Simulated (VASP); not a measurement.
Given:

```xyz
3
Lattice="1.8364 -3.1808 0.0000 1.8364 3.1808 0.0000 0.0000 0.0000 5.4559" Properties=species:S:1:pos:R:3 pbc="T T T"
Pt     0.0000     0.0000     0.0000
S      1.8364     1.0603     1.2773
S      1.8364    -1.0603     4.1786
```

Method: vdW-DF2, VASP's PBE PAW potentials (set 64) (plane waves; VASP). Numerical set-up: 520 eV cut-off, 6×6×4 Γ-centred mesh, Gaussian smearing of 0.050 eV, potentials Pt S.

Task: Predict the energy per atom (σ→0).

Result: 
```json
{
 "energy per atom (σ→0)": "-2.790 eV/atom"
}
```

The compound is PtS2 in the 1T layered structure. It was relaxed first, which changed the volume by +17 %. The start is the result of an earlier pass.
